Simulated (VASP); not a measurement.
Output of a VASP run:

### OUTCAR
```
 ion  position               nearest neighbor table
   1  0.000  0.000  0.000-   2 2.35   2 2.35   2 2.35   2 2.35
   2  0.250  0.250  0.250-   1 2.35   1 2.35   1 2.35   1 2.35
  LATTYP: Found a face centered cubic cell.
 ALAT       =     5.4310000000
 Subroutine PRICEL returns:
 Original cell was already a primitive cell.
 Subroutine GETGRP returns: Found 48 space group operations
The static configuration has the point symmetry T_d .
 The point group associated with its full space group is O_h .
The dynamic configuration has the point symmetry T_d .
 Subroutine INISYM returns: Found 48 space group operations
 Subroutine IBZKPT returns following result:
 Found     29 irreducible k-points:

 Following reciprocal coordinates:
            Coordinates               Weight
  0.000000  0.000000  0.000000      1.000000
  0.125000  0.000000  0.000000      8.000000
  0.250000  0.000000  0.000000      8.000000
  0.375000  0.000000  0.000000      8.000000
  0.500000  0.000000  0.000000      4.000000
  0.125000  0.125000  0.000000      6.000000
  0.250000  0.125000  0.000000     24.000000
  0.375000  0.125000  0.000000     24.000000
  0.500000  0.125000  0.000000     24.000000
 -0.375000  0.125000  0.000000     24.000000
 -0.250000  0.125000  0.000000     24.000000
 -0.125000  0.125000  0.000000     12.000000
  0.250000  0.250000  0.000000      6.000000
  0.375000  0.250000  0.000000     24.000000
  0.500000  0.250000  0.000000     24.000000
 -0.375000  0.250000  0.000000     24.000000
 -0.250000  0.250000  0.000000     12.000000
  0.375000  0.375000  0.000000      6.000000
  0.500000  0.375000  0.000000     24.000000
 -0.375000  0.375000  0.000000     12.000000
  0.500000  0.500000  0.000000      3.000000
  0.375000  0.250000  0.125000     24.000000
  0.500000  0.250000  0.125000     48.000000
 -0.375000  0.250000  0.125000     24.000000
  0.500000  0.375000  0.125000     24.000000
 -0.375000  0.375000  0.125000     48.000000
 -0.250000  0.375000  0.125000     24.000000
 -0.375000  0.500000  0.125000     12.000000
 -0.250000  0.500000  0.250000      6.000000
   k-points           NKPTS =     29   k-points in BZ     NKDIM =     29   number of bands    NBANDS=      8
   number of dos      NEDOS =    301   number of ions     NIONS =      2
   total plane-waves  NPLWV =  27000
   dimension x,y,z NGX =    30 NGY =   30 NGZ =   30
   dimension x,y,z NGXF=    60 NGYF=   60 NGZF=   60
   ions per type =               2
   PREC   = accura    normal or accurate (medium, high low for compatibility)
   ISTART =      0    job   : 0-new  1-cont  2-samecut
   ICHARG =      2    charge: 1-file 2-atom 10-const
   ISPIN  =      1    spin polarized calculation?
   LNONCOLLINEAR =      F non collinear calculations
   LSORBIT =      F    spin-orbit coupling
   INIWAV =      1    electr: 0-lowe 1-rand  2-diag
   ENCUT  =  520.0 eV  38.22 Ry    6.18 a.u.   7.14  7.14  7.14*2*pi/ulx,y,z
   NELM   =    100;   NELMIN=  2; NELMDL= -5     # of ELM steps
   EDIFF  = 0.1E-05   stopping-criterion for ELM
   LREAL  =      F    real-space projection
   NLSPLINE    = F    spline interpolate recip. space projectors
   LMAXMIX     =    2 max onsite mixed and CHGCAR
   VOSKOWN=      0    Vosko Wilk Nusair interpolation
   EDIFFG = -.1E-01   stopping-criterion for IOM
   NSW    =     60    number of steps for IOM
   NBLOCK =      1;   KBLOCK =     60    inner block; outer block
   IBRION =      2    ionic relax: 0-MD 1-quasi-New 2-CG
   NFREE  =      1    steps in history (QN), initial steepest desc. (CG)
   ISIF   =      3    stress and relaxation
   ISYM   =      2    0-nonsym 1-usesym 2-fastsym
   TEIN   =    0.0    initial temperature
   TEBEG  =    0.0;   TEEND  =   0.0 temperature during run
   SMASS  =  -3.00    Nose mass-parameter (am)
   PSTRESS=    0.0 pullay stress
   NELECT =       8.0000    total number of electrons
   EFERMI =   0.00;   METHOD = LEGACY
   ISMEAR =     0;   SIGMA  =   0.05  broadening in eV -4-tet -1-fermi 0-gaus
...
```

**OSZICAR**
```
       N       E                     dE             d eps       ncg     rms          rms(c)
DAV:   1     0.274186981472E+00    0.27419E+00   -0.32557E+03   464   0.796E+02
DAV:   2    -0.185981454823E+02   -0.18872E+02   -0.17723E+02   696   0.109E+02
DAV:   3    -0.190273799487E+02   -0.42923E+00   -0.39109E+00   624   0.164E+01
DAV:   4    -0.190301140747E+02   -0.27341E-02   -0.27341E-02   752   0.142E+00
DAV:   5    -0.190301197110E+02   -0.56363E-05   -0.56363E-05   608   0.427E-02    0.660E+00
DAV:   6    -0.195809252244E+02   -0.55081E+00   -0.66702E+00   504   0.291E+01    0.463E+00
DAV:   7    -0.196441057599E+02   -0.63181E-01   -0.61452E-02   752   0.271E+00    0.314E+00
DAV:   8    -0.191056126037E+02    0.53849E+00   -0.13837E+00   472   0.151E+01    0.252E-01
DAV:   9    -0.196354108274E+02   -0.52980E+00   -0.92565E-01   464   0.119E+01    0.205E-01
DAV:  10    -0.196340652186E+02    0.13456E-02   -0.17277E-02   656   0.133E+00    0.493E-02
DAV:  11    -0.196366673130E+02   -0.26021E-02   -0.33587E-03   472   0.881E-01    0.201E-02
DAV:  12    -0.196371794572E+02   -0.51214E-03   -0.16650E-03   560   0.608E-01    0.221E-02
DAV:  13    -0.196377882008E+02   -0.60874E-03   -0.68533E-04   480   0.390E-01    0.688E-03
DAV:  14    -0.196378747923E+02   -0.86592E-04   -0.31540E-05   584   0.869E-02    0.390E-03
DAV:  15    -0.196378754278E+02   -0.63555E-06   -0.53788E-08   488   0.236E-03
   1 F= -.19637875E+02 E0= -.19637875E+02  d E =-.196379E+02
       N       E                     dE             d eps       ncg     rms          rms(c)
DAV:   1    -0.196381537019E+02   -0.27891E-03   -0.67759E-02   536   0.151E+00    0.316E-01
DAV:   2    -0.196392587337E+02   -0.11050E-02   -0.61234E-04   608   0.257E-01    0.183E-01
DAV:   3    -0.196382002573E+02    0.10585E-02   -0.25843E-03   520   0.269E-01    0.113E-01
DAV:   4    -0.196386078110E+02   -0.40755E-03   -0.13054E-04   528   0.813E-02    0.834E-02
DAV:   5    -0.196385671391E+02    0.40672E-04   -0.92410E-06   536   0.215E-02    0.127E-01
DAV:   6    -0.196386728235E+02   -0.10568E-03   -0.93104E-05   488   0.629E-02    0.584E-03
DAV:   7    -0.196386741626E+02   -0.13392E-05   -0.13408E-06   624   0.149E-02    0.795E-03
DAV:   8    -0.196386738822E+02    0.28039E-06   -0.15148E-07   272   0.554E-03
   2 F= -.19638674E+02 E0= -.19638674E+02  d E =-.798454E-03
       N       E                     dE             d eps       ncg     rms          rms(c)
DAV:   1    -0.196392512747E+02   -0.57711E-03   -0.11101E-02   544   0.611E-01    0.128E-01
DAV:   2    -0.196394152097E+02   -0.16394E-03   -0.10092E-04   600   0.104E-01    0.740E-02
DAV:   3    -0.196392683885E+02    0.14682E-03   -0.38684E-04   520   0.107E-01    0.443E-02
DAV:   4    -0.196393153411E+02   -0.46953E-04   -0.11451E-05   496   0.262E-02    0.370E-02
DAV:   5    -0.196392996678E+02    0.15673E-04   -0.60249E-06   512   0.168E-02    0.752E-02
DAV:   6    -0.196393346677E+02   -0.35000E-04   -0.32561E-05   488   0.362E-02    0.371E-03
DAV:   7    -0.196393352107E+02   -0.54299E-06   -0.55476E-07   392   0.825E-03
   3 F= -.19639335E+02 E0= -.19639335E+02  d E =-.145978E-02
```

**OUTCAR**
```
------------------------ aborting loop because EDIFF is reached ----------------------------------------
  FORCE on cell =-STRESS in cart. coord.  units (eV):
  Direction    XX          YY          ZZ          XY          YZ          ZX
  --------------------------------------------------------------------------------------
  Total       -0.0006127     -0.0006127     -0.0006127      0.0000000      0.0000000      0.0000000
  in kB       -0.0242388     -0.0242388     -0.0242388      0.0000000      0.0000000      0.0000000
  external PRESSURE =      -0.0242388 kB  Pullay stress =       0.0000000 kB
  volume of cell :       40.50
      direct lattice vectors                 reciprocal lattice vectors
     0.000000000  2.725626928  2.725626928    -0.183444034  0.183444034  0.183444034
     2.725626928  0.000000000  2.725626928     0.183444034 -0.183444034  0.183444034
     2.725626928  2.725626928  0.000000000     0.183444034  0.183444034 -0.183444034
 POSITION                                       TOTAL-FORCE (eV/Angst)
 -----------------------------------------------------------------------------------
      0.00000      0.00000      0.00000         0.000000     -0.000000     -0.000000
      1.36281      1.36281      1.36281        -0.000000      0.000000      0.000000
 -----------------------------------------------------------------------------------
    total drift:                                0.000000      0.000000      0.000000
  FREE ENERGIE OF THE ION-ELECTRON SYSTEM (eV)
  ---------------------------------------------------
  free  energy   TOTEN  =       -19.6393352107 eV

  energy  without entropy=      -19.6393352107  energy(sigma->0) =      -19.63933521

 reached required accuracy - stopping structural energy minimisation
```
(Selected blocks of OUTCAR.)

**POSCAR**
```
Si
1
    0.0000000000     2.7155000000     2.7155000000
    2.7155000000     0.0000000000     2.7155000000
    2.7155000000     2.7155000000     0.0000000000
Si
2
Direct
  0.0000000000   0.0000000000   0.0000000000
  0.2500000000   0.2500000000   0.2500000000
```

Q: Write an INCAR and KPOINTS that could have produced this output.

A: One answer among several that fit: the input of the run itself, TPSS meta-GGA, plane waves, VASP's PBE PAW potentials (set 64).

KPOINTS:
```
Automatic mesh
0
gamma
 8 8 8
```

**INCAR**
```
ALGO = Normal
EDIFF = 1E-6
EDIFFG = -0.01
ENCUT = 520
IBRION = 2
ISIF = 3
ISMEAR = 0
LASPH = .TRUE.
LCHARG = .FALSE.
LMIXTAU = .TRUE.
LREAL = .FALSE.
LWAVE = .FALSE.
METAGGA = TPSS
NELM = 100
NSW = 60
PREC = Accurate
SIGMA = 0.05
SYSTEM = Si
```

POTCAR, in this order: Si (PBE.64 set). Program: vasp_std.

The compound is Si in the diamond structure. This run relaxes it. Symmetry was kept, so distortions that lower it aren't found.
